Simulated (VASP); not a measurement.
**SnAs with r2SCAN + rVV10: from relaxation to properties**

What structure and properties does r2SCAN + rVV10 give SnAs, and how near are they to the measured ones? The steps: first try, relaxing cell and atoms (r2SCAN + rVV10), second relaxation, single point with fields (r2SCAN + rVV10), band structure (r2SCAN + rVV10), density of states (r2SCAN + rVV10), vibrations at Γ (r2SCAN + rVV10), band structure (r2SCAN + rVV10 + SOC), a single point (r2SCAN + rVV10) with a changed input and relaxing the atoms (r2SCAN + rVV10) with a changed input. Left out of this account: at least 1 further run (core levels: core levels are not valid at this level). The start is a cell from a database of measured crystal structures.

Main program and level: VASP 6.6.1; r2SCAN with rVV10; plane waves and PAW (Sn_d, As), in the first sound run; inputs show where later runs differ.

The experiments to compare with:

“Electronic Band Structure and Superconducting Properties of SnAs” (2019, arxiv:1910.07426) quotes from earlier work for SnAs, NaCl-type (earlier literature sample): lattice constant a (cubic lattice parameter, earlier experiment) 5.72513 ± 4e-05 Å [literature value quoted from Ref. 14].

The database entry behind the starting cell differs from later determinations by our own check (an axis about 0.7 % short against later determinations), so it need not match the best structure at ambient conditions.

### 1. Set-up

Symmetry: Fm-3m, No. 225, cubic system. The conventional cell has a = 5.681 Å, b = 5.681 Å, c = 5.681 Å, α = 90.00°, β = 90.00°, γ = 90.00°. Nearest to Sn lie 6 As at 2.84 Å. Nearest to As lie 6 Sn at 2.84 Å. Farther neighbours are not listed.

### 2. First try

This run is made with a changed input; what comes of it follows.

Contents of INCAR:

```
SYSTEM = SnAs
PREC = Accurate
ENCUT = 120
EDIFF = 1E-06
NELM = 90
ISMEAR = 0
SIGMA = 0.05
LREAL = .FALSE.
ALGO = Normal
METAGGA = R2SCAN
LUSE_VDW = .TRUE.
IVDW_NL = 2
BPARAM = 11.95
CPARAM = 0.0093
LASPH = .TRUE.
NBANDS = 15
LORBIT = 11
LWAVE = .FALSE.
LCHARG = .FALSE.
KPAR = 2
IBRION = 2
NSW = 30
ISIF = 3
EDIFFG = -0.01
```

Contents of POSCAR:

```
SnAs
1.0
    0.0000000000      2.8405000000      2.8405000000
    2.8405000000      0.0000000000      2.8405000000
    2.8405000000      2.8405000000      0.0000000000
Sn As
1 1
Direct
    0.0000000000      0.0000000000      0.0000000000
    0.5000000000      0.5000000000      0.5000000000
```

Contents of KPOINTS:

```
Automatic mesh
0
Gamma
6 6 6
0 0 0
```

PAW data sets: Sn_d and As (PBE family, release 64).

The run is started by

```console
mpirun -np 2 vasp_std
```

Output:

```text
[banner, memory and clock lines left out]
running    2 mpi-ranks, on    1 nodes
[...]
|                                                                             |
|               ----> ADVICE to this user running VASP <----                  |
|                                                                             |
|     You have switched on vdW-DFT.                                           |
|     This routine was written and supplied by Jiri Klimes. We recommend      |
|     that you carefully read and cite the following publications:            |
|       J. Klimes, D.R. Bowler, A. Michelides                                 |
|          J. Phys.: Cond Matt. 22 022201 (2010)                              |
|       J. Klimes, D.R. Bowler, A. Michelides                                 |
|          Phys. Rev. B. 83, 195131 (2011)                                    |
|     and references therein.                                                 |
|                                                                             |

|                                                                             |
|               ----> ADVICE to this user running VASP <----                  |
|                                                                             |
|     You enforced a specific xc type in the INCAR file but a different       |
|     [... a line on the potential file left out ...]
|     I HOPE YOU KNOW WHAT YOU ARE DOING!                                     |
|                                                                             |

 LDA part: xc-table for (None), standard interpolation
 POSCAR, INCAR and KPOINTS ok, starting setup
[...]
entering main loop
       N       E                     dE             d eps       ncg     rms          rms(c)
Total rVV10 correction in eV:      0.4271133    21.5668747
Total rVV10 correction in eV:      0.4271133    21.5668747
DAV:   1     0.237876194674E+02    0.23788E+02   -0.50187E+03   617   0.391E+02
DAV:   2    -0.190885203973E+02   -0.42876E+02   -0.42184E+02   613   0.135E+02
DAV:   3    -0.195667510542E+02   -0.47823E+00   -0.47813E+00   536   0.141E+01
DAV:   4    -0.195673401172E+02   -0.58906E-03   -0.58906E-03   599   0.533E-01
DAV:   5    -0.195673413534E+02   -0.12362E-05   -0.12360E-05   536   0.218E-02    0.129E+01
Total rVV10 correction in eV:      0.4220027    21.5668905
Total rVV10 correction in eV:      0.4220027    21.5668905
DAV:   6    -0.117357253316E+02    0.78316E+01   -0.76641E+00   494   0.255E+01    0.583E+00
Total rVV10 correction in eV:      0.4215245    21.5668910
Total rVV10 correction in eV:      0.4215245    21.5668910
DAV:   7    -0.113399273764E+02    0.39580E+00   -0.17685E+00   578   0.103E+01    0.219E+00
Total rVV10 correction in eV:      0.4224164    21.5668910
[...]
DAV:   8    -0.113345921802E+02    0.53352E-02   -0.66821E-02   480   0.154E+00    0.178E+00
Total rVV10 correction in eV:      0.4273794    21.5668910
Total rVV10 correction in eV:      0.4273794    21.5668910
DAV:   9    -0.113426330556E+02   -0.80409E-02   -0.83501E-02   494   0.134E+00    0.666E-01
Total rVV10 correction in eV:      0.4272041    21.5668910
Total rVV10 correction in eV:      0.4272041    21.5668910
DAV:  10    -0.113385899342E+02    0.40431E-02   -0.83681E-03   508   0.482E-01    0.287E-01
Total rVV10 correction in eV:      0.4277979    21.5668910
Total rVV10 correction in eV:      0.4277979    21.5668910
DAV:  11    -0.113378879195E+02    0.70201E-03   -0.43402E-03   487   0.311E-01    0.820E-02
Total rVV10 correction in eV:      0.4279249    21.5668910
Total rVV10 correction in eV:      0.4279249    21.5668910
DAV:  12    -0.113379142591E+02   -0.26340E-04   -0.27660E-04   543   0.823E-02    0.541E-02
Total rVV10 correction in eV:      0.4280012    21.5668910
Total rVV10 correction in eV:      0.4280012    21.5668910
DAV:  13    -0.113379158346E+02   -0.15754E-05   -0.42856E-06   578   0.119E-02    0.235E-02
Total rVV10 correction in eV:      0.4279956    21.5668910
Total rVV10 correction in eV:      0.4279956    21.5668910
DAV:  14    -0.113379128329E+02    0.30016E-05   -0.15587E-06   439   0.673E-03    0.266E-03
Total rVV10 correction in eV:      0.4279915    21.5668910
Total rVV10 correction in eV:      0.4279915    21.5668910
DAV:  15    -0.113379121188E+02    0.71417E-06   -0.17647E-07   303   0.206E-03
Total rVV10 correction in eV:      0.4279865    21.5668910
Total rVV10 correction in eV:      0.4279865    21.5668910
Total rVV10 correction in eV:      0.4279817    21.5668910
Total rVV10 correction in eV:      0.4279817    21.5668910
   1 F= -.11337912E+02 E0= -.11335799E+02  d E =-.113379E+02
[...]
|                                                                             |
|     EEEEEEE  RRRRRR   RRRRRR   OOOOOOO  RRRRRR      ###     ###     ###     |
|     E        R     R  R     R  O     O  R     R     ###     ###     ###     |
|     E        R     R  R     R  O     O  R     R     ###     ###     ###     |
|     EEEEE    RRRRRR   RRRRRR   O     O  RRRRRR       #       #       #      |
|     E        R   R    R   R    O     O  R   R                               |
|     E        R    R   R    R   O     O  R    R      ###     ###     ###     |
|     EEEEEEE  R     R  R     R  OOOOOOO  R     R     ###     ###     ###     |
|                                                                             |
|     Orbital orthonormalization failed in the inversion of matrix            |
|     LAPACK: Routine ZPOTRF failed! kpoint: 1 spin: 1                        |
|                                                                             |
|     Possible solutions for this issue are:                                  |
|     - Please check whether the atoms are too close to each other.           |
|     - Decreasing POTIM might help during relaxations or MDs.                |
|     - Deleting CHGCAR or WAVECAR if incompatible with the structure.        |
|     - Try calculating without symmetrizing (ISYM = 0 or ISYM = -1).         |
|     - As last resort: using a different PAW for some of the atoms.          |
|                                                                             |
|       ---->  I REFUSE TO CONTINUE WITH THIS SICK JOB ... BYE!!! <----       |
|                                                                             |

1
1
```

Run time: 15 s. Hardware: 2 MPI ranks of AMD EPYC 7R43, shared host.

Lines that name or quote the potential files are left out of all logs, and their timing lines are given in words.

The run ended with an error.

VASP's message: “Orbital orthonormalization failed in the inversion of matrix LAPACK: Routine ZPOTRF failed! kpoint: 1 spin: 1”. No number of this run is used.

The fault in the input: cutoff far too low (ENCUT = 120). Raise ENCUT to at least the largest default of the data sets.

(Continued in part 2 of 7.)

[Lines on the potential files, build, host, timing and source positions are cut from VASP's logs without a mark.]

[Logs are printed without paths, hosts, clocks, repeated set-up lines and the standing remarks that a program may print on its own settings, such as how far it seeks lower states.]

[Hosts, paths, dates, database ids (printed as entryN), source tags and the programs' standing remarks are cut or masked in the printed files.]

[A measured line is paired with the nearest computed mode of its activity, which favours agreement.]

[In band tables of VASP the shares of atoms and orbitals are scaled to a sum of 1 inside the atoms' spheres.]
